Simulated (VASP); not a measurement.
Energy against volume of NiAl (CsCl type). Method: revTPSS meta-GGA, VASP's PBE PAW potentials (set 64) (plane waves; VASP 6.6.1). Run with 520 eV cut-off, 13×13×13 Γ-centred mesh, first-order Methfessel-Paxton smearing of 0.10 eV, potentials Al Ni.

```
V (Å³/atom)  E (eV/atom)
-----------  -----------
11.363          -4.16739
11.715          -4.17272
12.066          -4.16649
12.418          -4.15042
```

Q: Fit these four points and predict the energy of the run at 11.012 Å³/atom.

A: A cubic in V^(−2/3), the third-order Birch-Murnaghan form, passes through the four points with V0 = 11.69 Å³/atom and B0 = 177 GPa, and gives -4.1485 eV/atom there. The run gave -4.1485 eV/atom, -0.1 meV/atom from the fit; all five points give B0 = 177 GPa.

The compound is NiAl in the CsCl type structure. It was relaxed first. The run is not spin-polarised, so no magnetic state was tried.
